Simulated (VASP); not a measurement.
All values below come from AM05 GGA, VASP's PBE PAW potentials (set 64) (plane waves; VASP 6.6.1).

VASP ran on this input.

KPOINTS:
```
Automatic mesh
0
Gamma
5 5 7
0 0 0
```

POSCAR:
```
SnO2
1
    4.7298757017     0.0000000000     0.0000000000
    0.0000000000     4.7298757017     0.0000000000
    0.0000000000     0.0000000000     3.1814048052
Sn O
2 4
Direct
  0.0000000000   0.0000000000   0.0000000000
  0.5000000000   0.5000000000   0.5000000000
  0.3064355677   0.3064355677   1.0000000000
  0.8064355677   0.1935644323   0.5000000000
  0.1935644323   0.8064355677   0.5000000000
  0.6935644323   0.6935644323   0.0000000000
```

INCAR:
```
SYSTEM  =  SnO2
PREC  =  Accurate; ENCUT  =  520; LREAL  =  .False.
LASPH  =  .True.
EDIFF  =  1E-7; NELM  =  100; ALGO  =  Normal
LMAXMIX  =  4
ISMEAR  =  0; SIGMA  =  0.05
GGA  =  AM
IBRION  =  2; NSW  =  30; ISIF  =  4
EDIFFG  =  -0.01
LWAVE  =  .False.; LCHARG  =  .False.
```

POTCAR, in this order: Sn_d O (PBE.64 set). Program: vasp_std.

The run wrote:

### OSZICAR
```
       N       E                     dE             d eps       ncg     rms          rms(c)
DAV:   1     0.646139852090E+03    0.64614E+03   -0.26555E+04  1626   0.264E+03
DAV:   2     0.550707740159E+02   -0.59107E+03   -0.57148E+03  1663   0.677E+02
DAV:   3    -0.386264834694E+02   -0.93697E+02   -0.92208E+02  1663   0.227E+02
DAV:   4    -0.436061113913E+02   -0.49796E+01   -0.49538E+01  1804   0.561E+01
DAV:   5    -0.437495901332E+02   -0.14348E+00   -0.14342E+00  1838   0.101E+01    0.150E+01
DAV:   6    -0.383236017086E+02    0.54260E+01   -0.20931E+01  2418   0.690E+01    0.586E+00
DAV:   7    -0.383963558868E+02   -0.72754E-01   -0.18206E+00  1614   0.808E+00    0.326E+00
DAV:   8    -0.383688476768E+02    0.27508E-01   -0.25307E-01  2053   0.510E+00    0.690E-01
DAV:   9    -0.383570401326E+02    0.11808E-01   -0.72328E-02  2343   0.397E+00    0.159E-01
DAV:  10    -0.383575996134E+02   -0.55948E-03   -0.50816E-03  2078   0.647E-01    0.473E-02
DAV:  11    -0.383576947117E+02   -0.95098E-04   -0.25583E-04  1873   0.127E-01    0.150E-02
DAV:  12    -0.383576999817E+02   -0.52700E-05   -0.16383E-05  2167   0.475E-02    0.952E-03
DAV:  13    -0.383576981808E+02    0.18009E-05   -0.11460E-05  2475   0.444E-02    0.343E-03
DAV:  14    -0.383576983789E+02   -0.19815E-06   -0.12753E-06  2177   0.145E-02    0.120E-03
DAV:  15    -0.383576984274E+02   -0.48446E-07   -0.49445E-08  1136   0.169E-03
   1 F= -.38357698E+02 E0= -.38357698E+02  d E =-.383577E+02
       N       E                     dE             d eps       ncg     rms          rms(c)
DAV:   1    -0.383644305085E+02   -0.67321E-02   -0.12717E+00  1560   0.783E+00    0.567E-01
DAV:   2    -0.383635475089E+02    0.88300E-03   -0.58297E-02  1825   0.214E+00    0.318E-01
DAV:   3    -0.383602106128E+02    0.33369E-02   -0.38453E-03  2136   0.816E-01    0.880E-02
DAV:   4    -0.383601499145E+02    0.60698E-04   -0.15623E-03  2037   0.303E-01    0.270E-02
DAV:   5    -0.383601468092E+02    0.31053E-05   -0.17035E-04  1720   0.126E-01    0.104E-02
DAV:   6    -0.383601456673E+02    0.11419E-05   -0.16254E-05  2173   0.541E-02    0.457E-03
DAV:   7    -0.383601456778E+02   -0.10491E-07   -0.18292E-06  1869   0.140E-02    0.242E-03
DAV:   8    -0.383601457779E+02   -0.10013E-06   -0.31115E-07  1592   0.456E-03    0.532E-04
DAV:   9    -0.383601457833E+02   -0.54606E-08   -0.38423E-08  1024   0.213E-03
   2 F= -.38360146E+02 E0= -.38360146E+02  d E =-.244736E-02
       N       E                     dE             d eps       ncg     rms          rms(c)
DAV:   1    -0.383603395908E+02   -0.19381E-03   -0.31760E-02  1574   0.124E+00    0.896E-02
DAV:   2    -0.383603195252E+02    0.20066E-04   -0.14579E-03  1840   0.343E-01    0.501E-02
DAV:   3    -0.383602367539E+02    0.82771E-04   -0.94361E-05  2174   0.128E-01    0.138E-02
DAV:   4    -0.383602353771E+02    0.13768E-05   -0.39381E-05  2037   0.472E-02    0.421E-03
DAV:   5    -0.383602352416E+02    0.13554E-06   -0.43936E-06  1720   0.201E-02    0.162E-03
DAV:   6    -0.383602352211E+02    0.20504E-07   -0.40137E-07  1646   0.833E-03
   3 F= -.38360235E+02 E0= -.38360235E+02  d E =-.253679E-02
       N       E                     dE             d eps       ncg     rms          rms(c)
DAV:   1    -0.383604435501E+02   -0.20831E-03   -0.18450E-02  1495   0.977E-01    0.802E-02
DAV:   2    -0.383603666089E+02    0.76941E-04   -0.39233E-04  2169   0.217E-01    0.473E-02
DAV:   3    -0.383603132511E+02    0.53358E-04   -0.51560E-05  2296   0.102E-01    0.535E-03
DAV:   4    -0.383603141516E+02   -0.90049E-06   -0.13112E-05  1727   0.264E-02    0.276E-03
DAV:   5    -0.383603141911E+02   -0.39543E-07   -0.34378E-07  1504   0.618E-03
   4 F= -.38360314E+02 E0= -.38360314E+02  d E =-.789701E-04
```

File OUTCAR:
```
------------------------ aborting loop because EDIFF is reached ----------------------------------------
  FORCE on cell =-STRESS in cart. coord.  units (eV):
  Direction    XX          YY          ZZ          XY          YZ          ZX
  --------------------------------------------------------------------------------------
  Total        2.7172452      2.7172452      2.7462537      0.0000000      0.0000000      0.0000000
  in kB       61.1675414     61.1675414     61.8205483      0.0000000      0.0000000      0.0000000
  external PRESSURE =      61.3852104 kB  Pullay stress =       0.0000000 kB
  volume of cell :       71.17
      direct lattice vectors                 reciprocal lattice vectors
     4.720055623  0.000000000  0.000000000     0.211861910 -0.000000000  0.000000000
     0.000000000  4.720055623  0.000000000    -0.000000000  0.211861910  0.000000000
     0.000000000  0.000000000  3.194656405     0.000000000  0.000000000  0.313022708
 POSITION                                       TOTAL-FORCE (eV/Angst)
 -----------------------------------------------------------------------------------
      4.72006      0.00000      3.19466        -0.000000      0.000000      0.000000
      2.36003      2.36003      1.59733        -0.000000      0.000000      0.000000
      1.44350      1.44350      3.19466         0.003558      0.003558     -0.000000
      3.80353      0.91652      1.59733         0.003558     -0.003558      0.000000
      0.91652      3.80353      1.59733        -0.003558      0.003558      0.000000
      3.27655      3.27655      0.00000        -0.003558     -0.003558      0.000000
 -----------------------------------------------------------------------------------
    total drift:                                0.000000      0.000000      0.000000
  FREE ENERGIE OF THE ION-ELECTRON SYSTEM (eV)
  ---------------------------------------------------
  free  energy   TOTEN  =       -38.3603141911 eV

  energy  without entropy=      -38.3603141911  energy(sigma->0) =      -38.36031419

 reached required accuracy - stopping structural energy minimisation
```
(Selected blocks of OUTCAR.)

### CONTCAR
```
SnO2
   1.00000000000000
     4.7200556232233497    0.0000000000000000    0.0000000000000000
     0.0000000000000000    4.7200556232233497    0.0000000000000000
     0.0000000000000000    0.0000000000000000    3.1946564049605404
  Sn              O
     2     4
Direct
     1.0000000000000000    0.0000000000000000    1.0000000000000000
     0.5000000000000000    0.5000000000000000    0.5000000000000000
     0.3058236593234175    0.3058236593234175    1.0000000000000000
     0.8058236593234175    0.1941763406765825    0.5000000000000000
     0.1941763406765825    0.8058236593234175    0.5000000000000000
     0.6941763406765825    0.6941763406765825    0.0000000000000000
```

OUTCAR:
```
 val. band max:        6.1447703377   @ k =   0.0000   0.0000   0.0000

 cond. band min:       7.3951909010   @ k =   0.0000   0.0000   0.0000


 Fermi energy:         6.3993463056

 k-point     1 :       0.0000    0.0000    0.0000
  band No.  band energies     occupation
      1     -14.9191      2.00000
      2     -14.1100      2.00000
      3     -13.8500      2.00000
      4     -13.8206      2.00000
      5     -13.8206      2.00000
      6     -13.7652      2.00000
      7     -13.6960      2.00000
      8     -13.6022      2.00000
      9     -13.5602      2.00000
     10     -13.5602      2.00000
     11     -12.7504      2.00000
     12     -10.8505      2.00000
     13     -10.8505      2.00000
     14      -8.9564      2.00000
     15      -2.1068      2.00000
     16       2.0039      2.00000
     17       2.0039      2.00000
     18       2.0822      2.00000
     19       2.9829      2.00000
     20       4.0816      2.00000
     21       4.2264      2.00000
     22       4.8731      2.00000
     23       4.8731      2.00000
     24       5.3486      2.00000
     25       5.3486      2.00000
     26       6.1448      2.00000
     27       7.3952      0.00000
     28      12.2354      0.00000
     29      12.3614      0.00000
     30      12.3614      0.00000
     31      16.4877      0.00000

 k-point     2 :       0.2000    0.0000    0.0000
  band No.  band energies     occupation
      1     -14.8560      2.00000
      2     -14.1837      2.00000
      3     -13.8502      2.00000
      4     -13.8177      2.00000
      5     -13.8176      2.00000
      6     -13.8133      2.00000
      7     -13.6859      2.00000
      8     -13.6098      2.00000
      9     -13.5638      2.00000
     10     -13.5636      2.00000
     11     -12.6279      2.00000
     12     -11.1186      2.00000
     13     -10.6030      2.00000
     14      -9.0535      2.00000
     15      -1.8441      2.00000
     16       1.3407      2.00000
     17       2.2106      2.00000
...
```

Unless said otherwise, spin-orbit coupling is left out, though it shifts the bands of the heavy elements here.

The compound is SnO2 in the rutile structure. This cell is one point of a volume scan, at 0.97 of the reference volume. Symmetry was kept, so distortions that lower it aren't found.
